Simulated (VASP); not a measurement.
Crystal: AlCo2.

```xyz
6
Lattice="0.0000 3.2642 3.2642 3.2642 0.0000 3.2642 3.2642 3.2642 0.0000" Properties=species:S:1:pos:R:3 pbc="T T T"
Co    4.0802    4.0802    4.0802
Co    4.0802    2.4481    2.4481
Co    2.4481    2.4481    4.0802
Co    2.4481    4.0802    2.4481
Al    0.0000    0.0000    0.0000
Al    1.6321    1.6321    1.6321
```

The cell was built by a generator and needn't be a form met in nature.

Base run:

| Property | Result |
| --- | --- |
| Program | VASP 6.6.1 |
| Functional | PBE |
| Potentials or basis | VASP PAW PBE potentials, release 64 (Co, Al) |
| Cutoff | 520 eV |
| k mesh | 5 × 5 × 5 |
| Occupations | fermi-dirac, width 0.1 eV |
| Spin | no spin polarisation |
| Hubbard terms | Co d U = 4.0 eV |

Its results: band gap on the k mesh none (metal or under the smearing width); pressure -4.3 GPa.

The run is repeated on the same cell with these changes: hubbard terms from Co d U = 4.0 eV to none. What comes out?

Band gap on the k mesh none (metal or under the smearing width); pressure 3.8 GPa.

Caveats: U without spin polarisation on a metal has little footing (some runs); the U is typed as a test and isn't derived for this compound (some runs).

Not every run made on this cell is shown here.
